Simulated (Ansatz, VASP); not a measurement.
**Cross-check of HfN between VASP and Ansatz**

Aim: how closely do two programs agree when they are given the same cell, functional and k mesh? The cell is taken from a series of runs on this material, whose earlier steps may have relaxed, scaled, displaced or heated it; both programs get it as it stands.

Main program and level: Ansatz 0.2.0; plane waves, with VASP 6.6.1 beside it; relaxation of cell and atoms at r2SCAN.

## (1) The structure

It takes space group Fm-3m (No. 225, cubic). Conventional cell: a = 4.502 Å, b = 4.502 Å, c = 4.502 Å, α = 90.00°, β = 90.00°, γ = 90.00°. Hf has 6 N at 2.25 Å nearest. Nearest to N lie 6 Hf at 2.25 Å. Farther neighbours and most contacts between anions are not listed.

As a file:

```
Hf N
1.0
     0.00000    2.25086    2.25086
     2.25086    0.00000    2.25086
     2.25086    2.25086    0.00000
Hf N
1 1
Direct
  0.00000 0.00000 0.00000
  0.50000 0.50000 0.50000
```

## (2) VASP: relaxation of cell and atoms, r2SCAN

The relaxed volume is the usual yardstick between codes: in a stiff, nearly cubic crystal its relative difference is about their pressure difference at one cell divided by the bulk modulus.

Lines of VASP's logs that name or quote its potential files are left out, and so is its time.

The input, INCAR:

```
SYSTEM = HfN
PREC = Accurate
ENCUT = 660
EDIFF = 1E-07
NELM = 120
ISMEAR = 1
SIGMA = 0.2
LREAL = .FALSE.
ALGO = Normal
METAGGA = R2SCAN
LASPH = .TRUE.
NBANDS = 13
LORBIT = 11
LWAVE = .FALSE.
LCHARG = .FALSE.
ISIF = 3
IBRION = 2
NSW = 80
EDIFFG = -0.005
GGA_COMPAT = .FALSE.
NELMIN = 4
LMIXTAU = .TRUE.
KPAR = 2
```

The input, POSCAR:

```
HfN
1.0
    0.0000000000      2.2508630000      2.2508630000
    2.2508630000      0.0000000000      2.2508630000
    2.2508630000      2.2508630000      0.0000000000
Hf N
1 1
Direct
    0.0000000000      0.0000000000      0.0000000000
    0.5000000000      0.5000000000      0.5000000000
```

The input, KPOINTS:

```
Automatic mesh
0
Gamma
20 20 20
0 0 0
```

The projector-augmented-wave data sets are Hf_pv and N (PBE family, release 64).

Command:

```sh
$ mpirun -np 2 vasp_std
```

Numbers of over 12 decimals in the logs are rounded to 6 here.

The program printed:

```text
[banner, memory and clock lines left out]
running    2 mpi-ranks, on    1 nodes
 distrk:  each k-point on    1 cores,    2 groups
 distr:  one band on    1 cores,    1 groups

 POSCAR found type information on POSCAR HfN
 POSCAR found :  2 types and       2 ions
|                                                                             |
|               ----> ADVICE to this user running VASP <----                  |
|                                                                             |
|     You enforced a specific xc type in the INCAR file but a different       |
|     [... a line on the potential file left out ...]
|     I HOPE YOU KNOW WHAT YOU ARE DOING!                                     |
|                                                                             |

 LDA part: xc-table for (None), standard interpolation
 POSCAR, INCAR and KPOINTS ok, starting setup
 FFT: planning ... GRIDC
 FFT: planning ... GRID_SOFT
 FFT: planning ... GRID
 WAVECAR not read
 entering main loop
       N       E                     dE             d eps       ncg     rms          rms(c)
DAV:   1     0.935037775415E+01    0.93504E+01   -0.93681E+03  6672   0.136E+03
DAV:   2    -0.624530562659E+02   -0.71803E+02   -0.67065E+02  8412   0.296E+02
DAV:   3    -0.651627144928E+02   -0.27097E+01   -0.26752E+01  8554   0.485E+01
DAV:   4    -0.651811929455E+02   -0.18478E-01   -0.18464E-01  7281   0.443E+00
DAV:   5    -0.651813988674E+02   -0.20592E-03   -0.20591E-03  8562   0.384E-01    0.543E+01
DAV:   6    -0.576349108010E+02    0.75465E+01   -0.67931E+00  7682   0.243E+01    0.390E+01
DAV:   7    -0.589878917541E+02   -0.13530E+01   -0.75841E-01  7211   0.868E+00    0.237E+01
DAV:   8    -0.560113162140E+02    0.29766E+01   -0.58478E-01  7296   0.872E+00    0.926E+00
DAV:   9    -0.581873906067E+02   -0.21761E+01   -0.67300E-01  7186   0.949E+00    0.406E+00
DAV:  10    -0.582654793125E+02   -0.78089E-01   -0.21032E-01  7759   0.435E+00    0.273E+00
DAV:  11    -0.582299094189E+02    0.35570E-01   -0.26429E-02  7496   0.158E+00    0.133E+00
DAV:  12    -0.582339393620E+02   -0.40299E-02   -0.14769E-02  8064   0.914E-01    0.111E+00
DAV:  13    -0.582341051238E+02   -0.16576E-03   -0.44287E-03  8329   0.584E-01    0.316E-01
DAV:  14    -0.582335612744E+02    0.54385E-03   -0.64195E-04  8359   0.217E-01    0.133E-01
DAV:  15    -0.582336556448E+02   -0.94370E-04   -0.25716E-05  7851   0.582E-02    0.550E-02
DAV:  16    -0.582338567354E+02   -0.20109E-03   -0.17403E-04  7136   0.123E-01    0.408E-02
DAV:  17    -0.582338841540E+02   -0.27419E-04   -0.13865E-05  7381   0.509E-02    0.131E-02
DAV:  18    -0.582338811120E+02    0.30420E-05   -0.34784E-06  7656   0.169E-02    0.200E-02
DAV:  19    -0.582338810566E+02    0.55408E-07   -0.29113E-07  8469   0.581E-03
   1 F= -.58233881E+02 E0= -.58233641E+02  d E =-.582339E+02
[...]
2 F= -.58231667E+02 E0= -.58231425E+02  d E =0.221410E-02
[...]
3 F= -.58234810E+02 E0= -.58234569E+02  d E =-.928460E-03
 curvature:  -0.17 expect dE=-0.292E-05 dE for cont linesearch -0.292E-05
 ZBRENT: interpolating
 opt :   0.3368  next Energy=   -58.234812 (dE=-0.931E-03)
 bond charge predicted
       N       E                     dE             d eps       ncg     rms          rms(c)
DAV:   1    -0.582348189357E+02   -0.93523E-05   -0.18803E-04  6671   0.124E-01    0.504E-02
DAV:   2    -0.582348116883E+02    0.72474E-05   -0.10992E-05  7651   0.316E-02    0.180E-02
DAV:   3    -0.582348079176E+02    0.37706E-05   -0.30397E-06  7054   0.164E-02    0.184E-02
DAV:   4    -0.582348084221E+02   -0.50450E-06   -0.48764E-07  8161   0.681E-03    0.106E-02
DAV:   5    -0.582348071022E+02    0.13199E-05   -0.17935E-07  5395   0.369E-03    0.140E-03
DAV:   6    -0.582348089898E+02   -0.18876E-05   -0.92423E-08  4661   0.304E-03    0.123E-03
DAV:   7    -0.582348083632E+02    0.62660E-06   -0.10204E-08  3518   0.959E-04    0.234E-04
DAV:   8    -0.582348086295E+02   -0.26629E-06   -0.25587E-09  3428   0.498E-04    0.330E-04
DAV:   9    -0.582348083607E+02    0.26880E-06   -0.91160E-10  3408   0.331E-04    0.180E-04
DAV:  10    -0.582348084447E+02   -0.83930E-07   -0.16911E-10  3398   0.129E-04
   4 F= -.58234808E+02 E0= -.58234568E+02  d E =-.927388E-03
 curvature:  -0.17 expect dE=-0.540E-09 dE for cont linesearch -0.540E-09
 trial: gam=-0.00080 g(F)=  0.396E-62 g(S)=  0.321E-08 ort = 0.402E-05 (trialstep = 0.867E+00)
 search vector abs. value=  0.100E-09
 reached required accuracy - stopping structural energy minimisation
```

Parts of OUTCAR (step 2):

```text
ion  position               nearest neighbor table
   1  0.000  0.000  0.000-   2 2.25   2 2.25   2 2.25   2 2.25   2 2.25   2 2.25
   2  0.500  0.500  0.500-   1 2.25   1 2.25   1 2.25   1 2.25   1 2.25   1 2.25

  LATTYP: Found a face centered cubic cell.
 ALAT       =     4.5017260000

 Subroutine GETGRP returns: Found 48 space group operations
 (whereof 48 operations were pure point group operations)

The static configuration has the point symmetry O_h .

 Found    256 irreducible k-points:

   k-points           NKPTS =    256   k-points in BZ     NKDIM =    256   number of bands    NBANDS=     13

   dimension x,y,z NGX =    28 NGY =   28 NGZ =   28
   dimension x,y,z NGXF=    56 NGYF=   56 NGZF=   56

   ENCUT  =  660.0 eV  48.51 Ry    6.96 a.u.   6.67  6.67  6.67*2*pi/ulx,y,z

   NELECT =      15.0000    total number of electrons

 k-points in reciprocal lattice and weights: Automatic mesh
   0.00000000  0.00000000  0.00000000       0.000
   0.05000000  0.00000000  0.00000000       0.001
   0.10000000  0.00000000  0.00000000       0.001
   0.15000000  0.00000000  0.00000000       0.001
   0.20000000  0.00000000  0.00000000       0.001
   0.25000000  0.00000000  0.00000000       0.001
   0.30000000  0.00000000  0.00000000       0.001
   0.35000000  0.00000000  0.00000000       0.001
   0.40000000  0.00000000  0.00000000       0.001
[...]
-0.30000000  0.50000000  0.20000000       0.002
  -0.25000000  0.50000000  0.25000000       0.001

 average (electrostatic) potential at core
       1 -40.3635       2 -64.3718

 E-fermi :   8.5970

 k-point     1 :       0.0000    0.0000    0.0000
  band No.  band energies     occupation
    ...
      6       5.1359      2.00000
      7       5.1359      2.00000
      8       8.2298      2.02616
      9       8.2298      2.02616
     10       8.2298      2.02616
     11      10.5928     -0.00000
     12      10.5928     -0.00000
     13      10.6770     -0.00000

 k-point     2 :       0.0500    0.0000    0.0000
  band No.  band energies     occupation
    ...
      6       4.9822      2.00000
      7       4.9822      2.00000
      8       8.3038      2.05826
      9       8.3184      2.06407
     10       8.3184      2.06407
     11      10.7938     -0.00000
     12      10.7938     -0.00000
     13      10.8662     -0.00000

 k-point     3 :       0.1000    0.0000    0.0000
  band No.  band energies     occupation
    ...
      6       4.5930      2.00000
      7       4.5930      2.00000
      8       8.4547      1.92782
      9       8.5607      1.30133
     10       8.5607      1.30133
     11      11.3444     -0.00000
     12      11.3444     -0.00000
     13      11.3805     -0.00000

  Total        0.0002105      0.0002105      0.0002105     -0.0000000      0.0000000      0.0000000
  in kB        0.0146942      0.0146942      0.0146942     -0.0000000      0.0000000      0.0000000
  external PRESSURE =       0.0146942 kB  Pullay stress =       0.0000000 kB

  energy-cutoff  :      660.00
  volume of cell :       22.95
      direct lattice vectors                 reciprocal lattice vectors
    -0.000000000  2.255687452  2.255687452    -0.221661915  0.221661915  0.221661915
     2.255687452 -0.000000000  2.255687452     0.221661915 -0.221661915  0.221661915
     2.255687452  2.255687452  0.000000000     0.221661915  0.221661915 -0.221661915

 POSITION                                       TOTAL-FORCE (eV/Angst)
 -----------------------------------------------------------------------------------
      0.00000      0.00000      0.00000         0.000000      0.000000     -0.000000
      2.25569      2.25569      2.25569         0.000000      0.000000      0.000000
 -----------------------------------------------------------------------------------
    total drift:                                0.000000      0.000000      0.000000

  FREE ENERGIE OF THE ION-ELECTRON SYSTEM (eV)
  ---------------------------------------------------
  free  energy   TOTEN  =       -58.2348084447 eV

  energy  without entropy=      -58.2340871558  energy(sigma->0) =      -58.23456802

 reached required accuracy - stopping structural energy minimisation

 total charge
# of ion       s       p       d       tot
------------------------------------------
    1        0.293   6.577   1.750   8.620
    2        1.239   2.536   0.000   3.775
--------------------------------------------------
tot          1.533   9.113   1.750  12.395

[... 3 further parts left out ...]
```

CONTCAR:

```
HfN
   1.00000000000000
    -0.0000000000000000    2.2556874519599450    2.2556874519599450
     2.2556874519599450   -0.0000000000000000    2.2556874519599450
     2.2556874519599450    2.2556874519599450    0.0000000000000000
  Hf              N
     1     1
Direct
     0.0000000000000000    0.0000000000000000    0.0000000000000000
     0.5000000000000000    0.5000000000000000    0.5000000000000000
```

## (3) Ansatz: relaxation of cell and atoms, r2SCAN

Ansatz runs on its default PAW (the set named soft_2) files.

The same cell, functional, mesh and smearing now go to Ansatz, which takes its cutoff from its data sets.

The input, input.yaml:

```yaml
crystal:
  lattice:
    - [0.0, 2.2508631893, 2.2508631893]
    - [2.2508631893, 0.0, 2.2508631893]
    - [2.2508631893, 2.2508631893, 0.0]
  atoms:
    - { symbol: Hf, position: [0.0, 0.0, 0.0] }
    - { symbol: "N", position: [0.5, 0.5, 0.5] }
kpoints:
  mp_grid: { grid: [20, 20, 20] }
hamiltonian:
  xc: r2scan
scf:
  occupations: { method: methfessel_paxton, width: 0.2 }
output:
  forces: true
  stress: true
  eigenvalues: true
  write_density: true
  write_potential: true
  elf: true
  volumetric_format: npy
relax:
  adjacent_minimum: "off"
  f_tol: 0.001
  max_steps: 60
  cell: { stress_tol: 0.01 }
```

Command:

```sh
$ ansatz run input.yaml --threads 4 --pin off --max-ram 7168MiB --backend cpu --events-out ev --progress --plain --runs-dir out
```

The program printed:

```text
Engine: ansatz 0.2.0, aarch64-unknown-linux-gnu
Pseudopotentials: kind: paw
Pseudopotential: Hf, paw, valence charge 26, recommended cutoff 500 eV (meta_gga), Hf.paw.azcp
Pseudopotential: N, paw, valence charge 5, recommended cutoff 500 eV (meta_gga), N.paw.azcp
Functional definition: r2SCAN
  parameter k0 = 0.174
  parameter k1 = 0.065
  parameter a1 = 4.9479
  exchange = r2scan_x(k0 = k0, k1 = k1, a1 = a1)
  correlation = r2scan_c
Crystal: 2 atoms, lattice volume = 22.807 Å³
Basis set: ecut = 500 eV, 561 PW (Γ), exchange–correlation on 96×96×96 points (64 copies of the dense FFT grid, shifted against one another)
Bands: 20, of which v1, the nominal top of the filled ones, is band 16 counted from 1 (15 counted from 0)
Symmetry: 48 space group operations
Space group: Fm-3m (ITA 225), of the structure as read, at distance tolerance 2.8e-5 Å
k-points: 256 of 8000
Non-local potential: Hf, projectors of the file, l = 0: 3, l = 1: 2, l = 2: 2, l = 3: 3
Non-local potential: N, projectors of the file, l = 0: 2, l = 1: 2, l = 2: 1
PAW form: soft (Blöchl's): semilocal exchange-correlation on the pseudo side does not see the compensation charge
PAW frozen core: Hf, regenerated for the run's functional (the file was generated under x = pbe(κ = 0.804, μ = 0.219515), c = pbe(β = 0.066725))
PAW frozen core: N, regenerated for the run's functional (the file was generated under x = pbe(κ = 0.804, μ = 0.219515), c = pbe(β = 0.066725))
PAW one-centre angular grid: Hf, 974 points (default); XC on 160 Gauss nodes
PAW one-centre angular grid: N, 302 points (default); XC on 160 Gauss nodes
Initial density: superposition of atomic densities (neutral atoms: chi_scale 0, normalization atom), corrected by the library's trained network
Initial wavefunctions: pseudopotential atomic-orbital guess
Functional: x = r2scan, c = r2scan; τ floored in thin density (d = 2e-4 eV/Å³)
SCF iter   1: F=—  HF=-16121.571174 eV  |F-HF|=—  |Δ(HF+E_count)|=         —  Δρ=1.14e-2  dr2=2.52e-2  dr2_τ=1.42e-1  ethr=1.77e-3  ⟨swp⟩=4.2  Hψ=19888  notcnv=0
preconditioner: auto → Kerker (q_TF=auto, 2.871 Å⁻¹)  [metal: Δε(μ)=0.034 eV  Ē_g=20.071 eV  σ=0.200 eV  W_gap=0.14  n_scr=14 (ndim 8)  ℏωp=41.9 eV  f_vac=0.000  D(μ)=0.66/eV (n_scr^D=0)]
SCF iter   2: F=—  HF=-16121.628871 eV  |F-HF|=—  |Δ(HF+E_count)|=   5.77e-2  S|Δr|=    0.00e0  Δρ=7.58e-3  dr2=1.47e-2  dr2_τ=8.28e-4  ethr=8.14e-5  ⟨swp⟩=2.0  Hψ=11845  notcnv=0  defer=40
SCF iter   3: F=—  HF=-16121.626984 eV  |F-HF|=—  |Δ(HF+E_count)|=   1.89e-3  S|Δr|=    0.00e0  Δρ=4.88e-3  dr2=4.33e-3  dr2_τ=3.14e-4  ethr=4.73e-5  ⟨swp⟩=2.4  Hψ=7844  notcnv=0  defer=40
SCF iter   4: F=—  HF=-16121.627105 eV  |F-HF|=—  |Δ(HF+E_count)|=   1.21e-4  S|Δr|=    0.00e0  Δρ=1.61e-3  dr2=5.12e-4  dr2_τ=2.82e-5  ethr=1.40e-5  ⟨swp⟩=1.5  Hψ=6367  notcnv=0  defer=57
SCF iter   5: F=—  HF=-16121.627197 eV  |F-HF|=—  |Δ(HF+E_count)|=   9.21e-5  S|Δr|=    0.00e0  Δρ=3.34e-4  dr2=2.28e-5  dr2_τ=6.66e-7  ethr=1.65e-6  ⟨swp⟩=2.0  Hψ=7878  notcnv=0  defer=57
SCF iter   6: F=—  HF=-16121.627220 eV  |F-HF|=—  |Δ(HF+E_count)|=   2.29e-5  S|Δr|=    0.00e0  Δρ=7.42e-5  dr2=9.70e-7  dr2_τ=3.29e-8  ethr=7.35e-8  ⟨swp⟩=2.0  Hψ=8826  notcnv=0  defer=57
SCF iter   7: F=-16121.627222 eV  HF=-16121.627222 eV  |F-HF|=5.04e-8  |Δ(HF+E_count)|=   2.28e-6  S|Δr|=    0.00e0  Δρ=1.61e-5  dr2=3.64e-8  dr2_τ=2.97e-9  ethr=3.23e-10  ⟨swp⟩=7.4  Hψ=36140  notcnv=0
the search or the solves at the SCF's close seem to have found levels that the self-consistency loop had missed (the run counts 2). By its estimate they hold under 1e-12 electrons; where the run keeps them, the occupations were computed again with them
SCF 1 converged in 7 iterations: F = -16121.627222 eV  dr2 = 3.64e-8
  greatest PAW one-centre occupation: 0.998 electrons in one spin orbital (limit 2), on the Hf atom at site 0 (counted from 0), in its partial waves of l = 3
relax step   1: F+E_penalty+E_count = -16121.62722225 eV  Δ(F+E_penalty+E_count) = +0.000e0 eV  max|allowed force component| = 8.415e-30 eV/Å  Δτ_max = 0.0000 Å  P = +4.574 GPa  Ω = 22.807 Å³  (7 SCF iters, dr2 threshold 1.00e-7 eV, accepted)
[...]
relax step   2: F+E_penalty+E_count = -16121.63077412 eV  Δ(F+E_penalty+E_count) = -3.552e-3 eV  max|allowed force component| = 5.456e-30 eV/Å  Δτ_max = 0.0000 Å  P = -2.272 GPa  Ω = 23.359 Å³  energy of the carried Pulay correction = -1.665e-4 eV  (8 SCF iters, dr2 threshold 2.00e-7 eV, accepted)
[...]
relax step   3: F+E_penalty+E_count = -16121.63219045 eV  Δ(F+E_penalty+E_count) = -1.416e-3 eV  max|allowed force component| = 2.301e-30 eV/Å  Δτ_max = 0.0000 Å  P = -0.058 GPa  Ω = 23.173 Å³  energy of the carried Pulay correction = -1.108e-4 eV  (7 SCF iters, dr2 threshold 2.00e-7 eV, accepted)
[...]
relax step   4: F+E_penalty+E_count = -16121.63219279 eV  Δ(F+E_penalty+E_count) = -2.340e-6 eV  max|allowed force component| = 3.813e-30 eV/Å  Δτ_max = 0.0000 Å  P = +0.001 GPa  Ω = 23.168 Å³  energy of the carried Pulay correction = -1.094e-4 eV  (4 SCF iters, dr2 threshold 8.41e-9 eV, accepted)
[...]
relax step   5: F+E_penalty+E_count = -16121.63229976 eV  Δ(F+E_penalty+E_count) = -1.070e-4 eV  max|allowed force component| = 4.963e-30 eV/Å  Δτ_max = 0.0000 Å  P = -0.001 GPa  Ω = 23.168 Å³  stress off target by 1.09e-3 GPa  SCF on the basis re-selected at this cell (its energy is not comparable with the rows above)  (7 SCF iters)
basis re-selected at this cell: Δ(F+E_penalty+E_count) = -1.070e-4 eV, ΔP = -0.002 GPa vs the last step (what re-selecting the basis moved, of the pressure what is left beyond the Pulay correction that the steps carried, after the strain that the cell walked since its last selection, with what the two solves' SCF thresholds leave and, on support functions, any second-order correction that the steps lacked; it is no m [...]
SCF converged after 7 iterations
Stability not checked: this state was not tested for a lower state beside it, because cold or Methfessel-Paxton smearing, or corrected tetrahedra, fill the levels in a way that the test cannot read (fill_not_monotonic; see scf.lower_state_search)
Free energy (F): -16121.632300 eV
Harris-Foulkes:  -16121.632300 eV  (|F-HF|=0.00e0)
Internal energy: -16121.631634 eV  (E = F + TS)
E sigma→0 (E₀):  -16121.632133 eV
Entropy (-TS):   -0.000666 eV (-0.333 meV/atom)
Fermi energy:    23.950884 eV
--- Per-component energies (eV) ---
  E_band       = 159.330586
  E_kinetic    = 557.987420
  E_local      = -4736.818593  (includes V_loc(G=0)·N_el)
  E_nonlocal   = -1203.307414
  E_hartree    = 2250.042705
  E_xc         = -344.761292
  E_vxc        = -380.123049  (∫ρ·V_xc dr)
  E_paw        = -7080.823127  (= ΣΔE_a)
  E_vpaw       = 1402.306147  (= ΣTr[D̂ρ^β])
  E_aug_tail   = 0.000016  (compensation charges beyond the density's cutoff)
  E_vtau       = 19.200685  (kinetic-family band-sum trace: ∫τ·v_τ [+ j·A + Jᵃ·Aᵃ] dr)
  E_ewald      = -5564.243306
  E_core_change = 0.291957  (= ΣΔE_core)
  E_smearing   = -0.000666  (= −TS)
  E_closure    = 0.000000  (closes the sum)
  Σ components = -16121.632300   (vs F -16121.632300, Δ=0.00e0)
--- Forces (eV/Å), atoms counted from 1 ---
  atom   1  Hf    -0.00000000    -0.00000000     0.00000000
  atom   2  N      0.00000000    -0.00000000    -0.00000000
  max |Σ_I F_I| component: 1.06e-29 eV/Å
--- Stress (GPa, compression-positive) ---
       -0.001093      -0.000000      -0.000000
       -0.000000      -0.001093      -0.000000
       -0.000000      -0.000000      -0.001093
  P = ⅓ Tr σ = -0.0011 GPa (-0.011 kbar)
--- Band table (eV; the first three rows and the last of 256) ---
  k-point 0: bands = [... 12 lower, 20.5949, 20.5949, 20.5949, 23.5651, 23.5651, 23.5651, 25.9018, 25.9326]
  k-point 1: bands = [... 12 lower, 20.3305, 20.4389, 20.4389, 23.6430, 23.6541, 23.6541, 26.0924, 26.1318]
  k-point 2: bands = [... 12 lower, 19.6804, 20.0442, 20.0442, 23.8002, 23.8964, 23.8964, 26.6090, 26.6762]
  k-point 255: bands = [... 12 lower, 17.3683, 18.0046, 18.0046, 25.0599, 25.0599, 29.4387, 29.5048, 30.2922]
--- Relaxed structure (4 steps of the walk, 4 accepted, 1 SCFs on fresh bases) ---
  F+E_penalty+E_count = -16121.63229976 eV   max|allowed force component| = 4.963e-30 eV/Å   (the final SCF, on the basis selected at the relaxed cell)
  cell:  # Å, volume = 23.1682 Å³
    - [0, 2.262668, 2.262668]
    - [2.262668, 0, 2.262668]
    - [2.262668, 2.262668, 0]
  atoms:
    - { symbol: Hf, position: [0, 0, 0] }
    - { symbol: N, position: [0.5, 0.5, 0.5] }
```

## (4) Comparison

Known differences besides the potentials themselves: VASP keeps PBE cores, Ansatz makes them for the functional; the data sets hold 31 valence electrons in Ansatz (on its default PAW (the set named soft_2) files) and 15 in VASP; the cutoff is 500 eV in Ansatz and 660 eV in VASP; Ansatz adds a Pulay correction to the stress that steers its cell, VASP none. Total energies have different zeros and are not compared.

Compared:

```
                                         quantity  Ansatz   VASP  difference
                                      volume (Å³)   23.17  22.95     +0.93 %
edge a after relaxation, in the typed setting (Å)   3.200  3.190     +0.31 %
```

## (5) Summary of results

```
difference in volume (relaxation of cell and atoms, r2SCAN) : 0.93 %
```

**Reading.** The difference in volume is 0.93 % (relaxation of cell and atoms, r2SCAN), within the 1.2 % picked in this series as the mark of a large difference, as far as the stopping tolerances let one tell. The data sets hold unlike numbers of valence electrons (31 in Ansatz and 15 in VASP), so part of the differences comes from the potentials. How closely two codes agree says nothing of how well the functional describes the real material.

[Lines on the potential files, build, host, timing and source positions are cut from VASP's logs without a mark.]

[Logs are printed without paths, hosts, clocks, repeated set-up lines and the standing remarks that a program may print on its own settings, such as how far it seeks lower states.]

[Hosts, paths, dates, database ids (printed as entryN), source tags and the programs' standing remarks are cut or masked in the printed files.]
